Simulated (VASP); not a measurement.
A run of VASP 6.6.1:

Contents of POSCAR:

```
LuTiGe
1.0
    3.9725200000      0.0000000000      0.0000000000
    0.0000000000      3.9725200000      0.0000000000
    0.0000000000      0.0000000000      7.5957440000
Ti Lu Ge
2 2 2
Direct
    0.7500000000      0.2500000000      0.0000000000
    0.2500000000      0.7500000000      0.0000000000
    0.2500000000      0.2500000000      0.6500000000
    0.7500000000      0.7500000000      0.3500000000
    0.2500000000      0.2500000000      0.2220000000
    0.7500000000      0.7500000000      0.7780000000
```

INCAR.step1

```
SYSTEM = LuTiGe
  PREC = Accurate
  ENCUT = 520
  ISMEAR = -1
  SIGMA = 0.0958
  LREAL = .FALSE.
  LASPH = .TRUE.
  NELM = 60
  NBANDS = 60
  GGA = PE
  ALGO = Normal
  EDIFF = 1E-4
  LWAVE = .TRUE.
  LCHARG = .FALSE.
```

File INCAR.step2:

```
SYSTEM = LuTiGe
  PREC = Accurate
  ENCUT = 520
  EDIFF = 1E-6
  ISMEAR = -1
  SIGMA = 0.0958
  LREAL = .FALSE.
  LASPH = .TRUE.
  NELM = 60
  ALGO = Normal
  ISIF = 2
  LWAVE = .FALSE.
  LCHARG = .FALSE.
  METAGGA = R2SCAN
  LMIXTAU = .TRUE.
  NBANDS = 60
  ISTART = 1
```

KPOINTS

```
Automatic mesh
0
G
  5 5 3
  0 0 0
```

Potentials or basis: VASP PAW PBE potentials, release 64 (Ti_sv, Lu, Ge_d).

Run with:

```bash
$ cat potpaw_PBE.64/Ti_sv/POTCAR potpaw_PBE.64/Lu/POTCAR potpaw_PBE.64/Ge_d/POTCAR > POTCAR
$ cp INCAR.step1 INCAR
$ mpirun -np 1 vasp_std > vasp.out
$ cp INCAR.step2 INCAR
$ mpirun -np 1 vasp_std > vasp.out
```

Hardware: 1 thread of AMD EPYC 9R45 (Zen 5), with other jobs on the host.

Question: How long does it take, and how much memory?

Answer: It took 3.8 min on 1 thread of AMD EPYC 9R45 (Zen 5), on a shared host, peak memory 0.25 GiB. Counts: scf iterations 12, k points 12.
